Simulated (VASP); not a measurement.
An input for Ansatz (written as the equivalent of a VASP run, and not itself run):

Ansatz 0.2 input:
```yaml
crystal:
  lattice:
    - [0.0000000, 2.8408589, 2.8408589]
    - [2.8408589, 0.0000000, 2.8408589]
    - [2.8408589, 2.8408589, 0.0000000]
  atoms:
    - { symbol: Zn, position: [1.0000000, 0.0000000, 1.0000000] }
    - { symbol: Se, position: [0.2500000, 0.2500000, 0.2500000] }
kpoints:
  mp_grid: { grid: [6, 6, 6] }
hamiltonian:
  xc: hse06
  pseudopotentials: { kind: paw }
scf:
  occupations: { method: gaussian, width: 0.05 }
  max_iter: 60
output: { forces: true, stress: true, eigenvalues: true }
```

### Question
Write the VASP files for the same calculation (HSE06).

### Answer
Several could match; the one computed here: 
INCAR:
```
SYSTEM  =  ZnSe
PREC  =  Accurate; ENCUT  =  520; LREAL  =  F
LASPH  =  T; ISYM  =  3
EDIFF  =  1E-6; NELM  =  60; ALGO  =  Normal
LMAXMIX  =  4
ISMEAR  =  0; SIGMA  =  0.05
GGA  =  PE; LHFCALC  =  T; AEXX  =  0.25
HFSCREEN  =  0.2; PRECFOCK  =  Fast
ISIF  =  2
LWAVE  =  F; LCHARG  =  F
```

**POSCAR**
```
ZnSe
1
    0.0000000000     2.8408588822     2.8408588822
    2.8408588822     0.0000000000     2.8408588822
    2.8408588822     2.8408588822     0.0000000000
Zn Se
1 1
Direct
  1.0000000000   0.0000000000   1.0000000000
  0.2500000000   0.2500000000   0.2500000000
```

File KPOINTS:
```
Automatic mesh
0
Gamma
6 6 6
0 0 0
```

POTCAR, in this order: Zn Se (PBE.64 set). Program: vasp_std. Read from the step before: WAVECAR.

The two are equivalent in intent, not identical: each code has its own PAW files, so the cut-off isn't converted (ENCUT is set for VASP's; basis.ecutwfc is left out, and Ansatz then takes the one that its files recommend); Ansatz stops its SCF on the density residual and VASP on the energy change (EDIFF); Ansatz's hse06 screens at 0.11 per bohr (0.208 per Å), slightly more than HFSCREEN = 0.2.

The compound is ZnSe in the zinc blende structure. This cell is one point of a volume scan, at 0.97 of the reference volume.
